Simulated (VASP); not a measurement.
Input of a VASP 6.6.1 run:

File POSCAR:

```
CsSi2
1.0
    6.3715700000      0.0000000000      0.0000000000
   -3.1857800000      5.5179400000      0.0000000000
    0.0000000000      0.0000000000      4.4786600000
Cs Si
1 2
Direct
    0.0000000000      0.0000000000      0.0000000000
    0.6666700000      0.3333300000      0.2503900000
    0.6666700000      0.3333300000      0.7496100000
```

File INCAR.step1:

```
PREC = Accurate
ENCUT = 520
EDIFF = 1E-5
ISMEAR = -1
SIGMA = 0.05
LREAL = False
LASPH = True
NELM = 100
ALGO = Normal
ISIF = 2
LWAVE = True
GGA = PE
```

The input INCAR.step2:

```
PREC = Accurate
ENCUT = 520
EDIFF = 1E-7
ISMEAR = -1
SIGMA = 0.05
LREAL = False
LASPH = True
NELM = 100
ALGO = Normal
ISIF = 2
LWAVE = False
LCHARG = False
GGA = PE
LHFCALC = True
HFSCREEN = 0.2
AEXX = 0.5
PRECFOCK = Fast
ISTART = 1
```

Contents of KPOINTS:

```
Automatic mesh
0
Gamma
  3 3 3
```

Potentials or basis: VASP PAW PBE potentials, release 64 (Cs_sv, Si).

The run is started by

```bash
$ cat potpaw_PBE.64/Cs_sv/POTCAR potpaw_PBE.64/Si/POTCAR > POTCAR
$ cp INCAR.step1 INCAR
$ mpirun -np 1 vasp_std > vasp.out
$ cp INCAR.step2 INCAR
$ mpirun -np 1 vasp_std > vasp.out
```

(1) Predict the pressure.

(2) Predict the largest force.

(3) What does it give for the band gap on the k mesh?

Answers

(1) -0.2 GPa.

(2) 0.048 eV/Å.

(3) none (metal or under the smearing width).

Caveat: the k mesh is coarse (spacing up to 0.47 Å⁻¹), so the values aren't converged, least of all with exact exchange; the PAW data sets were made with another functional, which shifts forces and pressure a little.
